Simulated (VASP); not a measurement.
Method: AM05 GGA, VASP's PBE PAW potentials (set 64) (plane waves; VASP).

VASP ran on this input.

### INCAR
```
SYSTEM = BaTiO3
PREC = Accurate
ENCUT = 520
EDIFF = 1E-7
NELM = 100
ALGO = Normal
LREAL = .FALSE.
LASPH = .TRUE.
ISMEAR = 0
SIGMA = 0.05
GGA = AM
LMAXMIX = 4
LWAVE = .FALSE.
LCHARG = .FALSE.
ISIF = 4
IBRION = 2
NSW = 30
EDIFFG = -0.01
```

### POSCAR
```
BaTiO3
1
    4.0051465652     0.0000000000     0.0000000000
    0.0000000000     4.0051465652     0.0000000000
    0.0000000000     0.0000000000     4.1550089100
Ba Ti O
1 1 3
Direct
  0.0000000000   0.0000000000   0.0052854951
  0.5000000000   0.5000000000   0.5244121229
  0.5000000000   0.5000000000   0.9672671412
  0.0000000000   0.5000000000   0.4835176205
  0.5000000000   0.0000000000   0.4835176205
```

**KPOINTS**
```
Automatic mesh
0
Gamma
6 6 6
0 0 0
```

POTCAR, in this order: Ba_sv Ti_sv O (PBE.64 set). Program: vasp_std.

Output

File OSZICAR:
```
...
DAV:  18    -0.407710932761E+02    0.12542E-07   -0.49147E-08  1048   0.170E-03
   1 F= -.40771093E+02 E0= -.40771093E+02  d E =-.407711E+02
       N       E                     dE             d eps       ncg     rms          rms(c)
DAV:   1    -0.407655951141E+02    0.54982E-02   -0.22806E+00  2136   0.165E+01    0.453E-01
DAV:   2    -0.407766772950E+02   -0.11082E-01   -0.13690E-01  2072   0.260E+00    0.468E-01
DAV:   3    -0.407763186914E+02    0.35860E-03   -0.80935E-03  2696   0.693E-01    0.270E-01
DAV:   4    -0.407761351151E+02    0.18358E-03   -0.17672E-03  2424   0.358E-01    0.121E-01
DAV:   5    -0.407761102398E+02    0.24875E-04   -0.46070E-04  2352   0.170E-01    0.278E-02
DAV:   6    -0.407761011144E+02    0.91254E-05   -0.87744E-05  2416   0.776E-02    0.130E-02
DAV:   7    -0.407761010593E+02    0.55089E-07   -0.16113E-05  2528   0.321E-02    0.667E-03
DAV:   8    -0.407761003286E+02    0.73072E-06   -0.68069E-06  2416   0.185E-02    0.159E-03
DAV:   9    -0.407761003885E+02   -0.59942E-07   -0.67548E-07  2136   0.580E-03
   2 F= -.40776100E+02 E0= -.40776100E+02  d E =-.500711E-02
       N       E                     dE             d eps       ncg     rms          rms(c)
DAV:   1    -0.407760900578E+02    0.10271E-04   -0.42204E-03  2144   0.708E-01    0.204E-02
DAV:   2    -0.407761105447E+02   -0.20487E-04   -0.25481E-04  2104   0.112E-01    0.210E-02
DAV:   3    -0.407761100120E+02    0.53265E-06   -0.14838E-05  2664   0.297E-02    0.123E-02
DAV:   4    -0.407761097578E+02    0.25419E-06   -0.31886E-06  2472   0.156E-02    0.525E-03
DAV:   5    -0.407761097318E+02    0.25974E-07   -0.87951E-07  2328   0.748E-03
   3 F= -.40776110E+02 E0= -.40776110E+02  d E =-.501646E-02
       N       E                     dE             d eps       ncg     rms          rms(c)
DAV:   1    -0.407820921602E+02   -0.59824E-02   -0.79470E-01  1928   0.847E+00    0.503E-01
DAV:   2    -0.407811829012E+02    0.90926E-03   -0.40900E-02  2008   0.150E+00    0.322E-01
DAV:   3    -0.407792881361E+02    0.18948E-02   -0.59855E-03  2624   0.664E-01    0.126E-01
DAV:   4    -0.407790170297E+02    0.27111E-03   -0.14733E-03  2672   0.328E-01    0.378E-02
DAV:   5    -0.407790137616E+02    0.32681E-05   -0.19342E-04  2592   0.112E-01    0.170E-02
DAV:   6    -0.407790106225E+02    0.31391E-05   -0.24541E-05  2680   0.388E-02    0.943E-03
DAV:   7    -0.407790111353E+02   -0.51279E-06   -0.52486E-06  2488   0.175E-02    0.371E-03
DAV:   8    -0.407790110190E+02    0.11635E-06   -0.20966E-06  2368   0.969E-03    0.881E-04
DAV:   9    -0.407790110069E+02    0.12055E-07   -0.11642E-07  1200   0.287E-03
   4 F= -.40779011E+02 E0= -.40779011E+02  d E =-.290128E-02
       N       E                     dE             d eps       ncg     rms          rms(c)
DAV:   1    -0.407925821930E+02   -0.13571E-01   -0.29049E+00  1928   0.162E+01    0.961E-01
DAV:   2    -0.407891586263E+02    0.34236E-02   -0.14941E-01  2008   0.286E+00    0.618E-01
DAV:   3    -0.407822826235E+02    0.68760E-02   -0.21424E-02  2688   0.126E+00    0.243E-01
DAV:   4    -0.407812549106E+02    0.10277E-02   -0.53752E-03  2672   0.636E-01    0.725E-02
DAV:   5    -0.407812432369E+02    0.11674E-04   -0.67274E-04  2584   0.213E-01    0.311E-02
DAV:   6    -0.407812328316E+02    0.10405E-04   -0.83098E-05  2720   0.707E-02    0.178E-02
DAV:   7    -0.407812345054E+02   -0.16738E-05   -0.16735E-05  2464   0.318E-02    0.653E-03
DAV:   8    -0.407812342248E+02    0.28058E-06   -0.61658E-06  2416   0.167E-02    0.157E-03
DAV:   9    -0.407812342011E+02    0.23723E-07   -0.39625E-07  2048   0.511E-03
   5 F= -.40781234E+02 E0= -.40781234E+02  d E =-.512447E-02
       N       E                     dE             d eps       ncg     rms          rms(c)
DAV:   1    -0.407816385763E+02   -0.40435E-03   -0.34996E-01  1920   0.499E+00    0.172E-01
DAV:   2    -0.407821383663E+02   -0.49979E-03   -0.10110E-02  2072   0.785E-01    0.105E-01
DAV:   3    -0.407819713131E+02    0.16705E-03   -0.71297E-04  2872   0.216E-01    0.487E-02
DAV:   4    -0.407819251436E+02    0.46169E-04   -0.19246E-04  2504   0.120E-01    0.169E-02
DAV:   5    -0.407819224581E+02    0.26855E-05   -0.37069E-05  2640   0.537E-02    0.872E-03
DAV:   6    -0.407819219908E+02    0.46735E-06   -0.29368E-06  2592   0.159E-02    0.427E-03
DAV:   7    -0.407819219525E+02    0.38315E-07   -0.96268E-07  2888   0.888E-03
   6 F= -.40781922E+02 E0= -.40781922E+02  d E =-.687751E-03
       N       E                     dE             d eps       ncg     rms          rms(c)
DAV:   1    -0.407819328726E+02   -0.10882E-04   -0.40446E-02  1920   0.170E+00    0.583E-02
DAV:   2    -0.407819909280E+02   -0.58055E-04   -0.11736E-03  2072   0.267E-01    0.358E-02
DAV:   3    -0.407819717492E+02    0.19179E-04   -0.84315E-05  2904   0.744E-02    0.169E-02
DAV:   4    -0.407819661482E+02    0.56010E-05   -0.23297E-05  2496   0.420E-02    0.595E-03
DAV:   5    -0.407819658161E+02    0.33213E-06   -0.45171E-06  2656   0.187E-02    0.298E-03
DAV:   6    -0.407819657581E+02    0.57984E-07   -0.33458E-07  2104   0.543E-03
   7 F= -.40781966E+02 E0= -.40781966E+02  d E =-.731557E-03
       N       E                     dE             d eps       ncg     rms          rms(c)
DAV:   1    -0.407808288063E+02    0.11370E-02   -0.32069E-01  2216   0.642E+00    0.156E-01
DAV:   2    -0.407822503800E+02   -0.14216E-02   -0.17880E-02  2096   0.101E+00    0.119E-01
DAV:   3    -0.407822175001E+02    0.32880E-04   -0.77328E-04  2664   0.214E-01    0.634E-02
DAV:   4    -0.407821878974E+02    0.29603E-04   -0.14644E-04  2752   0.110E-01    0.317E-02
DAV:   5    -0.407821844652E+02    0.34323E-05   -0.38572E-05  2688   0.522E-02    0.719E-03
DAV:   6    -0.407821844453E+02    0.19884E-07   -0.22953E-06  2312   0.124E-02    0.444E-03
DAV:   7    -0.407821843806E+02    0.64646E-07   -0.67342E-07  2408   0.767E-03
   8 F= -.40782184E+02 E0= -.40782184E+02  d E =-.218623E-03
       N       E                     dE             d eps       ncg     rms          rms(c)
DAV:   1    -0.407821179679E+02    0.66477E-04   -0.25586E-02  2216   0.181E+00    0.441E-02
DAV:   2    -0.407822310220E+02   -0.11305E-03   -0.14257E-03  2104   0.284E-01    0.335E-02
DAV:   3    -0.407822284886E+02    0.25334E-05   -0.60890E-05  2672   0.597E-02    0.180E-02
DAV:   4    -0.407822260815E+02    0.24071E-05   -0.11747E-05  2752   0.308E-02    0.892E-03
DAV:   5    -0.407822257869E+02    0.29464E-06   -0.31349E-06  2720   0.149E-02    0.200E-03
DAV:   6    -0.407822257889E+02   -0.20655E-08   -0.16062E-07  1536   0.348E-03
   9 F= -.40782226E+02 E0= -.40782226E+02  d E =-.260031E-03
       N       E                     dE             d eps       ncg     rms          rms(c)
DAV:   1    -0.407822458910E+02   -0.20104E-04   -0.34158E-02  2176   0.176E+00    0.333E-02
DAV:   2    -0.407823355200E+02   -0.89629E-04   -0.10776E-03  1984   0.243E-01    0.165E-02
DAV:   3    -0.407823371826E+02   -0.16626E-05   -0.50207E-05  2744   0.440E-02    0.820E-03
DAV:   4    -0.407823366536E+02    0.52898E-06   -0.32387E-06  2712   0.156E-02    0.411E-03
DAV:   5    -0.407823365632E+02    0.90330E-07   -0.85067E-07  2592   0.797E-03
  10 F= -.40782337E+02 E0= -.40782337E+02  d E =-.110774E-03
       N       E                     dE             d eps       ncg     rms          rms(c)
DAV:   1    -0.407823156583E+02    0.20995E-04   -0.14892E-02  2176   0.116E+00    0.221E-02
DAV:   2    -0.407823548293E+02   -0.39171E-04   -0.47105E-04  1984   0.160E-01    0.109E-02
DAV:   3    -0.407823556080E+02   -0.77872E-06   -0.22002E-05  2744   0.290E-02    0.551E-03
DAV:   4    -0.407823553973E+02    0.21075E-06   -0.13746E-06  2584   0.101E-02    0.267E-03
DAV:   5    -0.407823553622E+02    0.35125E-07   -0.33910E-07  1960   0.517E-03
  11 F= -.40782355E+02 E0= -.40782355E+02  d E =-.129573E-03
```

OUTCAR:
```
------------------------ aborting loop because EDIFF is reached ----------------------------------------
  FORCE on cell =-STRESS in cart. coord.  units (eV):
  Direction    XX          YY          ZZ          XY          YZ          ZX
  --------------------------------------------------------------------------------------
  Total       -1.1729876     -1.1729876     -1.1392280      0.0000000      0.0000000      0.0000000
  in kB      -28.1965018    -28.1965018    -27.3849820      0.0000000      0.0000000      0.0000000
  external PRESSURE =     -27.9259952 kB  Pullay stress =       0.0000000 kB
  volume of cell :       66.65
      direct lattice vectors                 reciprocal lattice vectors
     3.975554145  0.000000000  0.000000000     0.251537261  0.000000000  0.000000000
     0.000000000  3.975554145 -0.000000000     0.000000000  0.251537261 -0.000000000
     0.000000000  0.000000000  4.217095545     0.000000000  0.000000000  0.237130032
 POSITION                                       TOTAL-FORCE (eV/Angst)
 -----------------------------------------------------------------------------------
      0.00000      3.97555      0.05107         0.000000     -0.000000     -0.001015
      1.98778      1.98778      2.23697         0.000000      0.000000      0.002695
      1.98778      1.98778      4.04007         0.000000      0.000000      0.001703
      0.00000      1.98778      2.03141         0.000000     -0.000000     -0.001691
      1.98778      0.00000      2.03141        -0.000000     -0.000000     -0.001691
 -----------------------------------------------------------------------------------
    total drift:                                0.000000      0.000000      0.000176
  FREE ENERGIE OF THE ION-ELECTRON SYSTEM (eV)
  ---------------------------------------------------
  free  energy   TOTEN  =       -40.7823553622 eV

  energy  without entropy=      -40.7823553622  energy(sigma->0) =      -40.78235536

 reached required accuracy - stopping structural energy minimisation
```
(Selected blocks of OUTCAR.)

### CONTCAR
```
BaTiO3
   1.00000000000000
     3.9755541452510856    0.0000000000000000    0.0000000000000000
     0.0000000000000000    3.9755541452510856   -0.0000000000000000
     0.0000000000000000    0.0000000000000000    4.2170955446265861
  Ba              Ti              O
     1     1     3
Direct
     0.0000000000000000    1.0000000000000000    0.0121112462086794
     0.5000000000000000    0.5000000000000000    0.5304520935291689
     0.5000000000000000    0.5000000000000000    0.9580220004038109
     0.0000000000000000    0.5000000000000000    0.4817073300291716
     0.5000000000000000    0.0000000000000000    0.4817073300291716
```

OUTCAR:
```
 val. band max:        3.7000906187   @ k =   0.5000   0.5000   0.5000

 cond. band min:       5.4526440751   @ k =   0.0000   0.0000   0.0000


 Fermi energy:         3.9714619244

 k-point     1 :       0.0000    0.0000    0.0000
  band No.  band energies     occupation
      1     -52.5770      2.00000
      2     -29.1158      2.00000
      3     -28.9580      2.00000
      4     -28.9580      2.00000
      5     -21.5136      2.00000
      6     -13.2093      2.00000
      7     -12.6153      2.00000
      8     -12.4375      2.00000
      9      -6.7055      2.00000
     10      -6.6194      2.00000
     11      -6.6194      2.00000
     12       1.0680      2.00000
     13       1.2054      2.00000
     14       1.2054      2.00000
     15       1.8765      2.00000
     16       1.8765      2.00000
     17       2.3267      2.00000
     18       2.6938      2.00000
     19       3.1081      2.00000
     20       3.1081      2.00000
     21       5.4526      0.00000
     22       6.1425      0.00000
     23       6.1425      0.00000
     24       7.7620      0.00000

 k-point     2 :       0.1667    0.0000    0.0000
  band No.  band energies     occupation
      1     -52.5767      2.00000
      2     -29.1152      2.00000
      3     -28.9723      2.00000
      4     -28.9575      2.00000
      5     -21.4860      2.00000
      6     -13.2234      2.00000
      7     -12.5954      2.00000
      8     -12.4168      2.00000
      9      -6.6716      2.00000
     10      -6.5762      2.00000
     11      -6.5477      2.00000
     12       0.7518      2.00000
     13       1.0292      2.00000
     14       1.1621      2.00000
     15       1.5323      2.00000
     16       1.7145      2.00000
     17       2.2247      2.00000
     18       2.4693      2.00000
     19       2.7804      2.00000
     20       2.8958      2.00000
     21       5.9334      0.00000
     22       6.1785      0.00000
     23       6.1809      0.00000
     24       7.9180      0.00000
...
```

Unless said otherwise, spin-orbit coupling is left out, though it shifts the bands of the heavy elements here.

The compound is BaTiO3 in the tetragonal perovskite structure. This cell is one point of a volume scan, at 1.03 of the reference volume. Symmetry was kept, so distortions that lower it aren't found.
